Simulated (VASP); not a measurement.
# Li2GeH6 (P-3m1) in VASP: a series of runs

Runs on Li2GeH6. Level: PBE. Tasks: single point, relaxation of cell and atoms.

All numbers are computed with VASP 6.6.1; they aren't measurements. Logs are shortened: lines on timing, memory, paths and dates and some standing lists are left out, and cuts for length are marked.

### Step 1. The structure

Symmetry: P-3m1, No. 164, trigonal system. Conventional cell: a = 4.679 Å, b = 4.679 Å, c = 3.922 Å, α = 90.00°, β = 90.00°, γ = 120.00°. Around Li (site symmetry 3m) lie 9 H at 2.07 to 2.37 Å. Ge (site symmetry -3m) has 6 H at 1.70 Å as nearest neighbours. H (site symmetry m) is surrounded by 1 Ge at 1.70 Å.

The cell was built by a generator and needn't be a form met in nature.

### Step 2. Single point, PBE

Contents of INCAR:

```
PREC     = Accurate       # precision mode
ENCUT    = 520            # plane-wave cutoff, eV
EDIFF    = 1E-7           # SCF threshold, eV
ISMEAR   = 0              # smearing method
SIGMA    = 0.1            # smearing width, eV
LREAL    = F              # projectors in reciprocal space
LASPH    = T              # aspherical terms in the spheres
NELM     = 80             # most SCF steps
ALGO     = Normal         # electronic algorithm
ISIF     = 2              # what is computed and relaxed
LWAVE    = F              # write WAVECAR
LCHARG   = F              # write CHGCAR
GGA      = PE             # functional
NBANDS   = 23             # bands
```

Contents of KPOINTS:

```
regular mesh
0
Gamma
  12 12 10
```

Contents of POSCAR:

```
Li2GeH6
1.0
    4.6794232619      0.0000000000      0.0000000000
   -2.3397116310      4.0524994199      0.0000000000
    0.0000000000      0.0000000000      3.9217511135
Li Ge H
2 1 6
Direct
    0.3333333333      0.6666666667      0.6582202733
    0.6666666667      0.3333333333      0.3417797267
    0.0000000000      0.0000000000      0.0000000000
    0.8284325865      0.6568651729      0.7512586493
    0.3431348271      0.1715674135      0.7512586493
    0.8284325865      0.1715674135      0.7512586493
    0.1715674135      0.3431348271      0.2487413507
    0.6568651729      0.8284325865      0.2487413507
    0.1715674135      0.8284325865      0.2487413507
```

Potentials or basis: VASP PAW PBE potentials, release 64 (Li_sv, Ge_d, H).

Launch:

```sh
> cat potpaw_PBE.64/Li_sv/POTCAR potpaw_PBE.64/Ge_d/POTCAR potpaw_PBE.64/H/POTCAR > POTCAR
> mpirun -np 1 vasp_std > vasp.out
```

OUTCAR:

```text
PREC = Accurate
   ENCUT = 520
   EDIFF = 1E-7
   ISMEAR = 0
   LREAL = F
   LASPH = T
   NELM = 80
   ISIF = 2
   GGA = PE

 ion  position               nearest neighbor table
   1  0.333  0.667  0.658-
   2  0.667  0.333  0.342-
   3  0.000  0.000  0.000-   6 1.70   9 1.70   8 1.70   5 1.70   4 1.70   7 1.70
   4  0.828  0.657  0.751-   3 1.70
   5  0.343  0.172  0.751-   3 1.70
   6  0.828  0.172  0.751-   3 1.70
   7  0.172  0.343  0.249-   3 1.70
   8  0.657  0.828  0.249-   3 1.70
   9  0.172  0.828  0.249-   3 1.70

  LATTYP: Found a hexagonal cell.
 ALAT       =     4.6794232619
 C/A-ratio  =     0.8380842882

  Lattice vectors:

 A1 = (   4.6794232619,   0.0000000000,   0.0000000000)
 A2 = (  -2.3397116310,   4.0524994199,   0.0000000000)
 A3 = (   0.0000000000,   0.0000000000,   3.9217511135)

Analysis of symmetry for initial positions (statically):
=====================================================================
 Subroutine PRICEL returns:
 Original cell was already a primitive cell.

 Routine SETGRP: Setting up the symmetry group for a
 hexagonal supercell.

 Subroutine GETGRP returns: Found 12 space group operations
 (whereof 12 operations were pure point group operations)
 out of a pool of 24 trial point group operations.

The static configuration has the point symmetry D_3d.

Analysis of symmetry for dynamics (positions and initial velocities):
=====================================================================
 Subroutine PRICEL returns:
 Original cell was already a primitive cell.

 Routine SETGRP: Setting up the symmetry group for a
 hexagonal supercell.

 Subroutine GETGRP returns: Found 12 space group operations
 (whereof 12 operations were pure point group operations)
 out of a pool of 24 trial point group operations.

The dynamic configuration has the point symmetry D_3d.

 Subroutine INISYM returns: Found 12 space group operations
 (whereof 12 operations are pure point group operations),
 and found     1 'primitive' translations

----------------------------------------------------------------------------------------

                                     Primitive cell

  volume of cell :      74.3696

  direct lattice vectors                    reciprocal lattice vectors
     4.679423262  0.000000000  0.000000000     0.213701549  0.123380647  0.000000000
    -2.339711631  4.052499420  0.000000000     0.000000000  0.246761294  0.000000000
     0.000000000  0.000000000  3.921751114     0.000000000  0.000000000  0.254988134

  length of vectors
     4.679423262  4.679423262  3.921751114     0.246761294  0.246761294  0.254988134

  position of ions in fractional coordinates (direct lattice)
     0.333333333  0.666666667  0.658220273
     0.666666667  0.333333333  0.341779727
     0.000000000  0.000000000  0.000000000
     0.828432586  0.656865173  0.751258649
     0.343134827  0.171567414  0.751258649
     0.828432586  0.171567414  0.751258649
     0.171567414  0.343134827  0.248741351
     0.656865173  0.828432586  0.248741351
     0.171567414  0.828432586  0.248741351

  ion indices of the primitive-cell ions
   primitive index   ion index
                 1           1
                 2           2
                 3           3
                 4           4
                 5           5
                 6           6
                 7           7
                 8           8
                 9           9

----------------------------------------------------------------------------------------

 KPOINTS: regular mesh

Automatic generation of k-mesh.
 Grid dimensions read from file:
 generate k-points for:   12   12   10

 Generating k-lattice:

  Cartesian coordinates                     Fractional coordinates (reciprocal lattice)
     0.017808462  0.010281721  0.000000000     0.083333333  0.000000000  0.000000000
     0.000000000  0.020563441  0.000000000     0.000000000  0.083333333  0.000000000
     0.000000000  0.000000000  0.025498813     0.000000000  0.000000000  0.100000000

  Length of vectors
     0.020563441  0.020563441  0.025498813

  Shift w.r.t. Gamma in fractional coordinates (k-lattice)
     0.000000000  0.000000000  0.000000000

 Subroutine IBZKPT returns following result:
 ===========================================

 Found    162 irreducible k-points:

 Following reciprocal coordinates:
            Coordinates               Weight
  0.000000  0.000000  0.000000      1.000000
  0.083333 -0.000000  0.000000      6.000000
  0.166667  0.000000  0.000000      6.000000
  0.250000  0.000000  0.000000      6.000000
  0.333333  0.000000  0.000000      6.000000
  0.416667 -0.000000  0.000000      6.000000
[... 16 lines left out ...]
  0.166667  0.000000  0.100000      6.000000
  0.000000  0.166667  0.100000      6.000000
 [... further k-points ...]
   k-points           NKPTS =    162   k-points in BZ     NKDIM =    162   number of bands    NBANDS=     23
   number of dos      NEDOS =    301   number of ions     NIONS =      9
   total plane-waves  NPLWV =  38880
   dimension x,y,z NGX =    36 NGY =   36 NGZ =   30
   dimension x,y,z NGXF=    72 NGYF=   72 NGZF=   60
   ions per type =               2   1   6
   NGX,Y,Z   is equivalent  to a cutoff of  12.79, 12.79, 12.72 a.u.
   NGXF,Y,Z  is equivalent  to a cutoff of  25.58, 25.58, 25.43 a.u.
 SYSTEM =  unknown system
   PREC   = accura    normal or accurate (medium, high low for compatibility)
   ISTART =      0    job   : 0-new  1-cont  2-samecut
   ICHARG =      2    charge: 1-file 2-atom 10-const
   ISPIN  =      1    spin polarized calculation?
   LNONCOLLINEAR =      F non collinear calculations
   LSORBIT =      F    spin-orbit coupling
   LASPH  =      T    aspherical Exc in radial PAW
   ENCUT  =  520.0 eV  38.22 Ry    6.18 a.u.   8.70  8.70  7.29*2*pi/ulx,y,z
   NELM   =     80;   NELMIN=  2; NELMDL= -5     # of ELM steps
   EDIFF  = 0.1E-06   stopping-criterion for ELM
   LREAL  =      F    real-space projection
   EDIFFG = 0.1E-05   stopping-criterion for IOM
   NSW    =      0    number of steps for IOM
   IBRION =     -1    ionic relax: 0-MD 1-quasi-New 2-CG
   NFREE  =      0    steps in history (QN), initial steepest desc. (CG)
   ISIF   =      2    stress and relaxation
   ISYM   =      2    0-nonsym 1-usesym 2-fastsym
   POTIM  = 0.5000    time-step for ionic-motion
   TEBEG  =    0.0;   TEEND  =   0.0 temperature during run
   PSTRESS=    0.0 pullay stress
   NELECT =      26.0000    total number of electrons
   NUPDOWN=      -1.0000    fix difference up-down
   EMIN   =  10.00;   EMAX   =-10.00  energy-range for DOS
   EFERMI =   0.00;   METHOD = LEGACY
   ISMEAR =     0;   SIGMA  =   0.10  broadening in eV -4-tet -1-fermi 0-gaus
   EFERMI_NEDOS =   21; number of points for ismear=-14 and -15
   IALGO  =     38    algorithm
   IMIX   =      4    mixing-type and parameters
     AMIX     =   0.40;   BMIX     =  1.00
     AMIX_MAG =   1.60;   BMIX_MAG =  1.00
  volume/ion in A,a.u.               =       8.26        55.76
  Fermi-wavevector in a.u.,A,eV,Ry     =   1.153278  2.179380 18.096445  1.330051
  Thomas-Fermi vector in A             =   2.289924
   LORBIT       =      0    0 simple, 1 ext, 2 COOP (PROOUT), +10 PAW based schemes
   GGA     = PE    functional components
   LHFCALC =     F    Hartree Fock is set to
   AEXX    =    0.0000 exact exchange contribution
   IVDW    =     0    specifies the selected vdW correction
   LEPSILON=     F    determine dielectric tensor
   LRPA    =     F    only Hartree local field effects (RPA)
 non-spin polarized calculation
 Gauss-broadening in eV      SIGMA  =   0.10
  energy-cutoff  :      520.00
  volume of cell :       74.37
 maximum number of plane-waves:      2020
 NGX is ok and might be reduce to    36
   NGX = 17   NGY = 17   NGZ = 15

 number of electron      26.0000009 magnetization

 Free energy of the ion-electron system (eV)
  ---------------------------------------------------
  ext. energy  EPLUGINS =         0.00000000
  ---------------------------------------------------
  free energy    TOTEN  =       -27.60277251 eV

  energy without entropy =      -27.60073584  energy(sigma->0) =      -27.60175418

 E-fermi :   2.2669     XC(G=0):  -8.9018

 val. band max:        2.2265890780   @ k =   0.0000   0.0000   0.2000
 cond. band min:       2.2827742633   @ k =   0.1667   0.0000   0.0000
 fundamental gap:      0.0561851853
 Fermi energy:         2.2669326728

 k-point     1 :       0.0000    0.0000    0.0000
  band No.  band energies     occupation
      1     -44.6423      2.00000
      2     -44.6294      2.00000
      3     -22.4422      2.00000
      4     -22.4422      2.00000
      5     -22.3859      2.00000
      6     -22.3859      2.00000
[... 15 lines left out ...]
     22      11.4772      0.00000
     23      11.4772      0.00000

 k-point     2 :       0.0833   -0.0000    0.0000
  band No.  band energies     occupation
      1     -44.6421      2.00000
      2     -44.6296      2.00000
      3     -22.4422      2.00000
      4     -22.4422      2.00000
      5     -22.3859      2.00000
      6     -22.3858      2.00000
[... 15 lines left out ...]
     22      11.3821      0.00000
     23      11.4392      0.00000

 k-point     3 :       0.1667    0.0000    0.0000
  band No.  band energies     occupation
      1     -44.6416      2.00000
      2     -44.6302      2.00000
      3     -22.4423      2.00000
      4     -22.4421      2.00000
      5     -22.3859      2.00000
      6     -22.3857      2.00000
[... 15 lines left out ...]
     22      11.3233      0.00000
     23      11.4524      0.00000
[... 495 lines left out ...]
 k-point    23 :       0.1667    0.0000    0.1000
  band No.  band energies     occupation
      1     -44.6415      2.00000
      2     -44.6302      2.00000
      3     -22.4425      2.00000
      4     -22.4422      2.00000
      5     -22.3859      2.00000
      6     -22.3858      2.00000
[... 15 lines left out ...]
     22      11.4380      0.00000
     23      11.8989      0.00000

 k-point    24 :       0.0000    0.1667    0.1000
  band No.  band energies     occupation
      1     -44.6415      2.00000
      2     -44.6302      2.00000
      3     -22.4425      2.00000
      4     -22.4423      2.00000
      5     -22.3859      2.00000
      6     -22.3858      2.00000
[... 15 lines left out ...]
     22      11.1821      0.00000
     23      11.5952      0.00000

 [... further k-points ...]

------------------------ aborting loop because EDIFF is reached ----------------------------------------

  FORCE on cell =-STRESS in cart. coord.  units (eV):
  Direction    XX          YY          ZZ          XY          YZ          ZX
  --------------------------------------------------------------------------------------
  -------------------------------------------------------------------------------------
  Total       -0.1118051     -0.1118051     -0.1024816      0.0000000     -0.0000000      0.0000000
  in kB       -2.4086668     -2.4086668     -2.2078064      0.0000000     -0.0000000      0.0000000
  external PRESSURE =      -2.3417133 kB  Pullay stress =       0.0000000 kB

 VOLUME and BASIS-vectors are now :
 -----------------------------------------------------------------------------
  energy-cutoff  :      520.00
  volume of cell :       74.37
      direct lattice vectors                 reciprocal lattice vectors
     4.679423262  0.000000000  0.000000000     0.213701549  0.123380647  0.000000000
    -2.339711631  4.052499420  0.000000000     0.000000000  0.246761294  0.000000000
     0.000000000  0.000000000  3.921751114     0.000000000  0.000000000  0.254988134

 POSITION                                       TOTAL-FORCE (eV/Angst)
 -----------------------------------------------------------------------------------
     -0.00000      2.70167      2.58138        -0.000000     -0.000000      0.005939
      2.33971      1.35083      1.34038        -0.000000     -0.000000     -0.005939
      0.00000      0.00000      0.00000        -0.000000     -0.000000      0.000000
      2.33971      2.66195      2.94625        -0.000000      0.005357      0.006792
      1.20425      0.69528      2.94625        -0.004639     -0.002678      0.006792
      3.47517      0.69528      2.94625         0.004639     -0.002678      0.006792
     -0.00000      1.39055      0.97550         0.000000     -0.005357     -0.006792
      1.13546      3.35722      0.97550         0.004639      0.002678     -0.006792
     -1.13546      3.35722      0.97550        -0.004639      0.002678     -0.006792
 -----------------------------------------------------------------------------------
    total drift:                               -0.000000      0.000000     -0.000000

  FREE ENERGIE OF THE ION-ELECTRON SYSTEM (eV)
  ---------------------------------------------------
  free  energy   TOTEN  =       -27.6027725123 eV

  energy  without entropy=      -27.6007358414  energy(sigma->0) =      -27.60175418
```

Run time: 8.4 min. Hardware: 1 thread of AMD EPYC, shared host; peak memory 0.33 GiB.

What came out:

| Item | Value |
| --- | --- |
| Free energy | -27.6028 eV |
| Largest force | 0.009 eV/Å |
| Band gap on the k mesh | none (metal or under the smearing width) |

Forces in eV/Å, atoms in the order of the input:
```
Li   0.000  0.000  0.006
Li   0.000  0.000 -0.006
Ge   0.000  0.000  0.000
H    0.000  0.005  0.007
H   -0.005 -0.003  0.007
H    0.005 -0.003  0.007
H    0.000 -0.005 -0.007
H    0.005  0.003 -0.007
H   -0.005  0.003 -0.007
```

Caveat: the cutoff is under 1.25 times the usual one of these potentials, so pressure, stress and relaxed cells hold a basis-set (Pulay) error.

[end of part 1 of 2]
